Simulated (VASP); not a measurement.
Space group Fm-3m (No. 225); a = 4.6988 Å, b = 4.6988 Å, c = 4.6988 Å, α = 90.00°, β = 90.00°, γ = 90.00°

```json
[
 {"atom": "Li", "site": "8c", "symmetry": "-43m", "x": "0.2500", "y": "0.2500", "z": "0.2500"},
 {"atom": "O", "site": "4a", "symmetry": "m-3m", "x": "0.0000", "y": "0.0000", "z": "0.0000"}
]
```
(The calculation used a cell of 3 atoms; values per cell refer to that cell.)

Level of theory: RPBE GGA, VASP's PBE PAW potentials (set 64) (plane waves; VASP). Settings: 520 eV cut-off, 8×8×8 Γ-centred mesh, Gaussian smearing of 0.050 eV, potentials Li_sv O.

Task: Give the energy at these volumes per atom, relative to the lowest: 8.08, 8.34, 8.60, 8.86, 9.12 Å³.

Result: 9.5, 2.6, 0.0, 1.1, 5.4 meV/atom. A third-order Birch-Murnaghan fit gives B0 = 75.1 GPa and B0′ = 3.9.

The compound is Li2O in the antifluorite structure. It was relaxed first, which changed the volume by +5 %.
